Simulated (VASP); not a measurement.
Crystal: CdS.

```xyz
2
Lattice="0.0000 2.9200 2.9200 2.9200 0.0000 2.9200 2.9200 2.9200 0.0000" Properties=species:S:1:pos:R:3 pbc="T T T"
Cd    0.0000    0.0000    0.0000
S     1.4600    1.4600    1.4600
```

The cell was built by a generator and needn't be a form met in nature.

* Program: VASP 6.6.1
* Task: relaxation of cell and atoms
* Functional: PBE
* Potentials or basis: VASP PAW PBE potentials, release 64 (Cd, S)
* Cutoff: 600 eV
* k mesh: 8 × 8 × 8
* Occupations: gaussian, width 0.02 eV
* Spin: no spin polarisation

At the start: pressure 2.9 GPa; volume 24.90 Å³/atom.

Question: How do energy, volume and symmetry change on relaxing?

Answer: Over 5 steps the energy falls by 10.9 meV/atom and the volume is 26.14 Å³/atom (+5.0 %); space group F-43m (No. 216, to 0.05 Å).

Step by step:
```tsv
step	energy change (eV)	largest force (eV/Å)	pressure (GPa)	volume (Å³)
1	0.0000	0.0000	2.94	49.79
2	-0.0196	0.0000	-0.83	53.15
3	-0.0219	0.0000	0.03	52.29
4	-0.0219	0.0000	-0.05	52.34
5	-0.0219	0.0000	-0.01	52.28
```

Final structure:
```yaml
crystal:
  lattice:
    - [0.00000, 2.96786, 2.96786]
    - [2.96786, 0.00000, 2.96786]
    - [2.96786, 2.96786, 0.00000]
  atoms:
    - { symbol: Cd, position: [0.00000, 0.00000, 0.00000] }
    - { symbol: S, position: [0.25000, 0.25000, 0.25000] }
```
